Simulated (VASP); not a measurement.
# WC (Qusongite): convergence with the PAW data sets and SCF threshold

A convergence test on WC (Qusongite): the PAW data sets and SCF threshold. The atoms are off their equilibrium sites, so that forces can be compared too. The series runs use r2SCAN. The PAW data sets tried: minimal 64: W C; recommended 54: W C; materialsproject 64: W_sv C; gw 64: W_sv_GW C_GW; hard 64: W C_h; soft 64: W C_s. The SCF threshold tried: EDIFF = 0.01; EDIFF = 0.001; EDIFF = 1E-04; EDIFF = 1E-05; EDIFF = 1E-06; EDIFF = 1E-08. The atoms of the start are displaced at random from the sites of a P-6m2 cell.

Calculated with VASP 6.6.1; r2SCAN; plane waves and PAW (W, C), in the first sound run; inputs show where later runs differ.

**1. Set-up**

The structure is monoclinic, space group Pm (No. 6). That holds within 0.01 Å; VASP, at its tighter tolerance, finds 1 operation. Conventional cell: a = 2.906 Å, b = 2.837 Å, c = 2.907 Å, α = 90.00°, β = 120.00°, γ = 90.00°. Nearest to W lie 6 C at 2.15 to 2.23 Å. Nearest to C lie 6 W at 2.15 to 2.23 Å. Farther neighbours are not listed. That group holds within 0.01 Å; judged at 0.001 Å it is P1 (No. 1).

**2. PAW data sets: minimal 64: W C**

Data sets differ in which electrons are valence and how hard the partial waves are. r2SCAN adds the kinetic-energy density, costs more than a GGA and is run with LASPH.

INCAR

```
SYSTEM = WC
PREC = Accurate
ENCUT = 520
EDIFF = 1E-06
NELM = 100
ISMEAR = -1
SIGMA = 0.05
LREAL = .FALSE.
ALGO = Normal
METAGGA = R2SCAN
LASPH = .TRUE.
NBANDS = 11
LORBIT = 11
LWAVE = .FALSE.
LCHARG = .FALSE.
KPAR = 2
ISIF = 2
```

POSCAR

```
WC
1.0
    2.9065000000      0.0000000000      0.0000000000
   -1.4532500000      2.5171028361      0.0000000000
    0.0000000000      0.0000000000      2.8366000000
W C
1 1
Direct
    0.0059450000      0.0066780000      0.0194740000
    0.6820890000      0.3248480000      0.5199400000
```

KPOINTS

```
Automatic mesh
0
Gamma
9 9 8
0 0 0
```

The projector-augmented-wave data sets are W and C (PBE family, release 64).

On the command line:

```sh
$ mpirun -np 2 vasp_std
```

The program printed:

```text
[banner, memory and clock lines left out]
running    2 mpi-ranks, on    1 nodes
 distrk:  each k-point on    1 cores,    2 groups
 distr:  one band on    1 cores,    1 groups

 POSCAR found type information on POSCAR W C
 POSCAR found :  2 types and       2 ions
|                                                                             |
|               ----> ADVICE to this user running VASP <----                  |
|                                                                             |
|     You enforced a specific xc type in the INCAR file but a different       |
|     [... a line on the potential file left out ...]
|     I HOPE YOU KNOW WHAT YOU ARE DOING!                                     |
|                                                                             |

 LDA part: xc-table for (None), standard interpolation
 POSCAR, INCAR and KPOINTS ok, starting setup
 FFT: planning ... GRIDC
 FFT: planning ... GRID_SOFT
 FFT: planning ... GRID
 WAVECAR not read
 entering main loop
       N       E                     dE             d eps       ncg     rms          rms(c)
DAV:   1    -0.132220400921E+02   -0.13222E+02   -0.52777E+03  7150   0.861E+02
DAV:   2    -0.627328900932E+02   -0.49511E+02   -0.47132E+02  8344   0.210E+02
DAV:   3    -0.647500940859E+02   -0.20172E+01   -0.19939E+01  8919   0.351E+01
DAV:   4    -0.647627734787E+02   -0.12679E-01   -0.12676E-01  7767   0.330E+00
DAV:   5    -0.647628295999E+02   -0.56121E-04   -0.56121E-04  8696   0.216E-01    0.314E+01
DAV:   6    -0.616587353227E+02    0.31041E+01   -0.10820E+01  8302   0.203E+01    0.113E+01
DAV:   7    -0.617236430815E+02   -0.64908E-01   -0.51248E-01  7649   0.606E+00    0.825E+00
DAV:   8    -0.617133320549E+02    0.10311E-01   -0.69245E-02  8125   0.198E+00    0.238E+00
DAV:   9    -0.617099241905E+02    0.34079E-02   -0.49343E-03  7993   0.567E-01    0.379E-01
DAV:  10    -0.617101066701E+02   -0.18248E-03   -0.29888E-04  8155   0.141E-01    0.801E-02
DAV:  11    -0.617100966915E+02    0.99786E-05   -0.21339E-05  8125   0.317E-02    0.667E-03
DAV:  12    -0.617100959904E+02    0.70111E-06   -0.17965E-06  7035   0.138E-02
   1 F= -.61710096E+02 E0= -.61708691E+02  d E =-.280908E-02
```

The job ended after 2.7 min (2 MPI ranks of AMD EPYC 7R43, shared host; peak memory 0.35 GiB; 5 min of CPU time).

The logs omit lines about the potential files and the build; timing stands in the text.

OUTCAR, selected parts (step 2):

```text
ion  position               nearest neighbor table
   1  0.006  0.007  0.019-   2 2.15   2 2.15   2 2.22   2 2.22   2 2.23   2 2.23
   2  0.682  0.325  0.520-   1 2.15   1 2.15   1 2.22   1 2.22   1 2.23   1 2.23

  LATTYP: Found a hexagonal cell.
 ALAT       =     2.9065000000
 C/A-ratio  =     0.9759504559

 Subroutine GETGRP returns: Found  1 space group operations
 (whereof  1 operations were pure point group operations)

The static configuration has the point symmetry C_1 .

 Found    325 irreducible k-points:

   k-points           NKPTS =    325   k-points in BZ     NKDIM =    325   number of bands    NBANDS=     11

   dimension x,y,z NGX =    24 NGY =   24 NGZ =   24
   dimension x,y,z NGXF=    48 NGYF=   48 NGZF=   48

   ENCUT  =  520.0 eV  38.22 Ry    6.18 a.u.   5.40  5.40  5.27*2*pi/ulx,y,z

   NELECT =      10.0000    total number of electrons

 k-points in reciprocal lattice and weights: Automatic mesh
   0.00000000  0.00000000  0.00000000       0.002
   0.11111111  0.00000000  0.00000000       0.003
   0.00000000  0.11111111  0.00000000       0.003
  -0.11111111  0.11111111  0.00000000       0.003
   0.22222222  0.00000000  0.00000000       0.003
   0.00000000  0.22222222  0.00000000       0.003
  -0.22222222  0.22222222  0.00000000       0.003
   0.33333333  0.00000000  0.00000000       0.003
   0.00000000  0.33333333  0.00000000       0.003
[...]
-0.44444444 -0.22222222  0.50000000       0.003
   0.33333333  0.33333333  0.50000000       0.003

 average (electrostatic) potential at core
       1 -43.0209       2 -48.1344

 E-fermi :   8.1943

 k-point     1 :       0.0000    0.0000    0.0000
  band No.  band energies     occupation
      1      -7.0556      2.00000
      2       3.6600      2.00000
      3       4.6252      2.00000
      4       4.8162      2.00000
      5       8.2950      0.23553
      6      11.4615      0.00000
      7      11.6039      0.00000
      8      13.6542      0.00000
      9      14.4886      0.00000
    ...

 k-point     2 :       0.1111    0.0000    0.0000
  band No.  band energies     occupation
      1      -6.7436      2.00000
      2       3.6977      2.00000
      3       4.3019      2.00000
      4       5.0815      2.00000
      5       7.4423      2.00000
      6      11.3632      0.00000
      7      12.5364      0.00000
      8      13.3285      0.00000
      9      14.0133      0.00000
     10      16.1806      0.00000
    ...

 k-point     3 :       0.0000    0.1111    0.0000
  band No.  band energies     occupation
      1      -6.7454      2.00000
      2       3.7038      2.00000
      3       4.2883      2.00000
      4       5.0897      2.00000
      5       7.4624      2.00000
      6      11.3455      0.00000
      7      12.5238      0.00000
      8      13.3757      0.00000
      9      13.9733      0.00000
     10      16.1830      0.00000
    ...

  Total        0.3492502     -0.0276632      0.0436256     -0.2368859     -0.0027613      0.0038397
  in kB       26.9635977     -2.1357175      3.3680853    -18.2885966     -0.2131875      0.2964418
  external PRESSURE =       9.3986552 kB  Pullay stress =       0.0000000 kB

  energy-cutoff  :      520.00
  volume of cell :       20.75
      direct lattice vectors                 reciprocal lattice vectors
     2.906500000  0.000000000  0.000000000     0.344056425  0.198641070  0.000000000
    -1.453250000  2.517102836  0.000000000     0.000000000  0.397282139  0.000000000
     0.000000000  0.000000000  2.836600000     0.000000000  0.000000000  0.352534725

 POSITION                                       TOTAL-FORCE (eV/Angst)
 -----------------------------------------------------------------------------------
      0.00757      0.01681      0.05524         0.856010     -0.636173      0.018587
      1.51041      0.81768      1.47486        -0.856010      0.636173     -0.018587
 -----------------------------------------------------------------------------------
    total drift:                                0.000142     -0.000107     -0.000005

  FREE ENERGIE OF THE ION-ELECTRON SYSTEM (eV)
  ---------------------------------------------------
  free  energy   TOTEN  =       -61.7100959904 eV

  energy  without entropy=      -61.7072869075  energy(sigma->0) =      -61.70869145

 total charge
# of ion       s       p       d       tot
------------------------------------------
    1        0.615   0.892   4.376   5.884
    2        0.873   1.565   0.000   2.438
--------------------------------------------------
tot          1.488   2.457   4.376   8.321

[... 3 further parts left out ...]
```

The k-mesh is coarse for a metal. The PAW data sets were made with PBE, which is usual practice but a small mismatch for other functionals. The data set W keeps the semicore shell frozen, which is cheaper and a little less accurate.

This step gave:

```yaml
scf_cycles: 12
electrons: 10
bands: 11
irreducible_k_points: 325
symmetry_operations: 1
free_energy_toten: -61.7101 eV
energy_at_zero_smearing: -61.7087 eV
fermi_energy: 8.194 eV
pressure: 0.9399 GPa
metallic: yes
```

The series starts at -30.8543 eV an atom and 0.94 GPa, after 12 cycles in 2.7 min.

**3. PAW data sets: recommended 54: W C**

INCAR is that of step 2.

POSCAR is that of step 2.

KPOINTS is that of step 2.

The projector-augmented-wave data sets are W and C (PBE family, release 54).

On the command line:

```sh
$ mpirun -np 2 vasp_std
```

The program printed:

```text
[banner, memory and clock lines left out]
running    2 mpi-ranks, on    1 nodes
[...]
[... a notice as in an earlier step ...]

 LDA part: xc-table for (None), standard interpolation
 POSCAR, INCAR and KPOINTS ok, starting setup
[...]
entering main loop
       N       E                     dE             d eps       ncg     rms          rms(c)
[... 12 cycles as in an earlier step ...]
   1 F= -.61710096E+02 E0= -.61708691E+02  d E =-.280908E-02
```

Run time: 2.5 min. Hardware: 2 MPI ranks; peak memory 0.35 GiB; 4.7 min of CPU time.

From OUTCAR (step 3):

```text
[... 6 parts as in an earlier step ...]

[... 1 further part left out ...]
[key lines of the parts left out:]
E-fermi :   8.1943
```

With 10 valence electrons the pressure is 0.94 GPa, +0.00 GPa from the first of the series, after 12 cycles in 2.5 min.

**4. PAW data sets: materialsproject 64: W sv C**

This step: r2SCAN; plane waves and PAW (W_sv, C) (VASP 6.6.1).

Changes to INCAR since step 3:

```diff
@@ -11,3 +11,3 @@
 LASPH = .TRUE.
-NBANDS = 11
+NBANDS = 15
 LORBIT = 11
```

POSCAR is that of step 3.

KPOINTS is that of step 3.

The projector-augmented-wave data sets are W_sv and C (PBE family, release 64).

On the command line:

```sh
$ mpirun -np 2 vasp_std
```

The program printed:

```text
[... set-up lines as in an earlier step ...]
 entering main loop
       N       E                     dE             d eps       ncg     rms          rms(c)
DAV:   1     0.717955446809E+02    0.71796E+02   -0.97606E+03  9758   0.137E+03
DAV:   2    -0.652564774207E+02   -0.13705E+03   -0.13275E+03 11521   0.363E+02
DAV:   3    -0.686921382680E+02   -0.34357E+01   -0.34197E+01 11038   0.548E+01
DAV:   4    -0.687129002524E+02   -0.20762E-01   -0.20761E-01 11521   0.476E+00
[...]
DAV:  11    -0.615794901200E+02   -0.14380E-04   -0.21375E-05 12200   0.476E-02    0.621E-03
DAV:  12    -0.615794889270E+02    0.11929E-05   -0.28016E-06 10023   0.188E-02    0.114E-03
DAV:  13    -0.615794889091E+02    0.17951E-07   -0.13923E-07  4924   0.396E-03
   1 F= -.61579489E+02 E0= -.61577833E+02  d E =-.331136E-02
```

Wall time 3.7 min (2 MPI ranks); peak memory 0.38 GiB.

From OUTCAR (step 4):

```text
  Total        0.7549586      0.3813640      0.4436880     -0.2343764     -0.0028470      0.0039616
  in kB       58.2860085     29.4429247     34.2545987    -18.0948568     -0.2197996      0.3058500
  external PRESSURE =      40.6611773 kB  Pullay stress =       0.0000000 kB

 POSITION                                       TOTAL-FORCE (eV/Angst)
 -----------------------------------------------------------------------------------
      0.00757      0.01681      0.05524         0.853172     -0.633064      0.018768
      1.51041      0.81768      1.47486        -0.853172      0.633064     -0.018768
 -----------------------------------------------------------------------------------
    total drift:                                0.000006      0.000044     -0.000008

  FREE ENERGIE OF THE ION-ELECTRON SYSTEM (eV)
  ---------------------------------------------------
  free  energy   TOTEN  =       -61.5794889091 eV

  energy  without entropy=      -61.5761775509  energy(sigma->0) =      -61.57783323

[... 1 part as in an earlier step ...]

[... 2 further parts left out ...]
[key lines of the parts left out:]
E-fermi :  10.9795
```

With 18 valence electrons the pressure is 4.07 GPa, +3.13 GPa from the first of the series, after 13 cycles in 3.7 min.

**5. PAW data sets: GW 64: W sv GW C GW**

This step: r2SCAN; plane waves and PAW (W_sv_GW, C_GW) (VASP 6.6.1).

Changes to INCAR since step 4:

```diff
@@ -2,3 +2,3 @@
 PREC = Accurate
-ENCUT = 520
+ENCUT = 540
 EDIFF = 1E-06
```

POSCAR is that of step 4.

KPOINTS is that of step 4.

The projector-augmented-wave data sets are W_sv_GW and C_GW (PBE family, release 64).

On the command line:

```sh
$ mpirun -np 2 vasp_std
```

The program printed:

```text
[... set-up lines as in an earlier step ...]
 entering main loop
       N       E                     dE             d eps       ncg     rms          rms(c)
DAV:   1     0.711028944236E+02    0.71103E+02   -0.11874E+04  9766   0.136E+03
DAV:   2    -0.691917145209E+02   -0.14029E+03   -0.13392E+03 13113   0.379E+02
DAV:   3    -0.738346708523E+02   -0.46430E+01   -0.46227E+01 11801   0.641E+01
DAV:   4    -0.738646565886E+02   -0.29986E-01   -0.29982E-01 11843   0.683E+00
[...]
DAV:  11    -0.637721595064E+02   -0.36302E-04   -0.26877E-05 11290   0.570E-02    0.709E-02
DAV:  12    -0.637721571917E+02    0.23147E-05   -0.27540E-06 12703   0.183E-02    0.260E-02
DAV:  13    -0.637721575424E+02   -0.35067E-06   -0.75728E-07  5666   0.923E-03
   1 F= -.63772158E+02 E0= -.63770474E+02  d E =-.336740E-02
```

Run time: 3.9 min. Hardware: 2 MPI ranks; peak memory 0.41 GiB; 7.3 min of CPU time.

OUTCAR, selected parts (step 5):

```text
  Total        0.3144282     -0.0498912     -0.0215971     -0.2280445     -0.0027713      0.0039286
  in kB       24.2751963     -3.8518108     -1.6673871    -17.6060050     -0.2139524      0.3033043
  external PRESSURE =       6.2519995 kB  Pullay stress =       0.0000000 kB

 POSITION                                       TOTAL-FORCE (eV/Angst)
 -----------------------------------------------------------------------------------
      0.00757      0.01681      0.05524         0.850110     -0.631137      0.018711
      1.51041      0.81768      1.47486        -0.850110      0.631137     -0.018711
 -----------------------------------------------------------------------------------
    total drift:                               -0.000009     -0.000183      0.000023

  FREE ENERGIE OF THE ION-ELECTRON SYSTEM (eV)
  ---------------------------------------------------
  free  energy   TOTEN  =       -63.7721575424 eV

  energy  without entropy=      -63.7687901464  energy(sigma->0) =      -63.77047384

[... 1 part as in an earlier step ...]

[... 2 further parts left out ...]
[key lines of the parts left out:]
E-fermi :  11.8818
```

With 18 valence electrons the pressure is 0.63 GPa, -0.31 GPa from the first of the series, after 13 cycles in 3.9 min.

**6. PAW data sets: hard 64: W C h**

This step: r2SCAN; plane waves and PAW (W, C_h) (VASP 6.6.1).

Changes to INCAR since step 5:

```diff
@@ -2,3 +2,3 @@
 PREC = Accurate
-ENCUT = 540
+ENCUT = 970
 EDIFF = 1E-06
@@ -11,3 +11,3 @@
 LASPH = .TRUE.
-NBANDS = 15
+NBANDS = 11
 LORBIT = 11
```

POSCAR is that of step 5.

KPOINTS is that of step 5.

The projector-augmented-wave data sets are W and C_h (PBE family, release 64).

On the command line:

```sh
$ mpirun -np 2 vasp_std
```

The program printed:

```text
[... set-up lines as in an earlier step ...]
 entering main loop
       N       E                     dE             d eps       ncg     rms          rms(c)
DAV:   1     0.176722543153E+02    0.17672E+02   -0.75103E+03  7150   0.144E+03
DAV:   2    -0.596236440290E+02   -0.77296E+02   -0.73410E+02  8134   0.269E+02
DAV:   3    -0.648356460757E+02   -0.52120E+01   -0.50916E+01  8894   0.595E+01
DAV:   4    -0.649086598402E+02   -0.73014E-01   -0.72959E-01  8054   0.775E+00
[...]
DAV:  11    -0.617199357023E+02    0.24578E-04   -0.43895E-05  8142   0.495E-02    0.161E-02
DAV:  12    -0.617199345324E+02    0.11699E-05   -0.26953E-06  8125   0.183E-02    0.155E-02
DAV:  13    -0.617199343947E+02    0.13767E-06   -0.67669E-08  3938   0.247E-03
   1 F= -.61719934E+02 E0= -.61718527E+02  d E =-.281404E-02
```

It took 4.9 min on 2 MPI ranks; peak memory 0.63 GiB; 9.6 min of CPU time.

From OUTCAR (step 6):

```text
  Total        0.3294352     -0.0383350      0.0113436     -0.2367177     -0.0029598      0.0038864
  in kB       25.4337966     -2.9596284      0.8757736    -18.2756109     -0.2285067      0.3000495
  external PRESSURE =       7.7833139 kB  Pullay stress =       0.0000000 kB

 POSITION                                       TOTAL-FORCE (eV/Angst)
 -----------------------------------------------------------------------------------
      0.00757      0.01681      0.05524         0.856810     -0.636800      0.018672
      1.51041      0.81768      1.47486        -0.856810      0.636800     -0.018672
 -----------------------------------------------------------------------------------
    total drift:                               -0.000099     -0.000059     -0.000140

  FREE ENERGIE OF THE ION-ELECTRON SYSTEM (eV)
  ---------------------------------------------------
  free  energy   TOTEN  =       -61.7199343947 eV

  energy  without entropy=      -61.7171203577  energy(sigma->0) =      -61.71852738

[... 1 part as in an earlier step ...]

[... 2 further parts left out ...]
[key lines of the parts left out:]
E-fermi :   8.5257
```

With 10 valence electrons the pressure is 0.78 GPa, -0.16 GPa from the first of the series, after 13 cycles in 4.9 min.

**7. PAW data sets: soft 64: W C s**

This step: r2SCAN; plane waves and PAW (W, C_s) (VASP 6.6.1).

Changes to INCAR since step 6:

```diff
@@ -2,3 +2,3 @@
 PREC = Accurate
-ENCUT = 970
+ENCUT = 400
 EDIFF = 1E-06
```

POSCAR is that of step 6.

KPOINTS is that of step 6.

Potentials, in the order of the species: W and C_s (PBE family, release 64).

On the command line:

```sh
$ mpirun -np 2 vasp_std
```

The program printed:

```text
[... set-up lines as in an earlier step ...]
 entering main loop
       N       E                     dE             d eps       ncg     rms          rms(c)
DAV:   1    -0.867312970110E+01   -0.86731E+01   -0.44242E+03  7158   0.705E+02
DAV:   2    -0.627042653940E+02   -0.54031E+02   -0.50002E+02  8450   0.250E+02
DAV:   3    -0.650788703382E+02   -0.23746E+01   -0.23359E+01  9559   0.452E+01
DAV:   4    -0.651083009555E+02   -0.29431E-01   -0.29413E-01  8374   0.476E+00
[...]
DAV:  11    -0.617070204394E+02   -0.43354E-05   -0.79094E-06 10572   0.289E-02    0.513E-03
DAV:  12    -0.617070185735E+02    0.18659E-05   -0.97948E-07  5336   0.956E-03    0.129E-03
DAV:  13    -0.617070185945E+02   -0.21075E-07   -0.12742E-07  4175   0.591E-03
   1 F= -.61707019E+02 E0= -.61705592E+02  d E =-.285399E-02
```

Run time: 90 s. Hardware: 2 MPI ranks; peak memory 0.29 GiB.

From OUTCAR (step 7):

```text
  Total        0.3480107     -0.0321475      0.0458050     -0.2389837     -0.0027623      0.0038141
  in kB       26.8679068     -2.4819241      3.5363421    -18.4505607     -0.2132612      0.2944627
  external PRESSURE =       9.3074416 kB  Pullay stress =       0.0000000 kB

 POSITION                                       TOTAL-FORCE (eV/Angst)
 -----------------------------------------------------------------------------------
      0.00757      0.01681      0.05524         0.857941     -0.637562      0.018706
      1.51041      0.81768      1.47486        -0.857941      0.637562     -0.018706
 -----------------------------------------------------------------------------------
    total drift:                                0.000339     -0.000223     -0.000026

  FREE ENERGIE OF THE ION-ELECTRON SYSTEM (eV)
  ---------------------------------------------------
  free  energy   TOTEN  =       -61.7070185945 eV

  energy  without entropy=      -61.7041646049  energy(sigma->0) =      -61.70559160

[... 1 part as in an earlier step ...]

[... 2 further parts left out ...]
[key lines of the parts left out:]
E-fermi :   8.5994
```

With 10 valence electrons the pressure is 0.93 GPa, -0.01 GPa from the first of the series, after 13 cycles in 90 s.

(Continued in part 2 of 2.)

[Lines on the potential files, build, host, timing and source positions are cut from VASP's logs without a mark.]

[Logs are printed without paths, hosts, clocks, repeated set-up lines and the standing remarks that a program may print on its own settings, such as how far it seeks lower states.]

[Hosts, paths, dates, database ids (printed as entryN), source tags and the programs' standing remarks are cut or masked in the printed files.]

[A measured line is paired with the nearest computed mode of its activity, which favours agreement.]
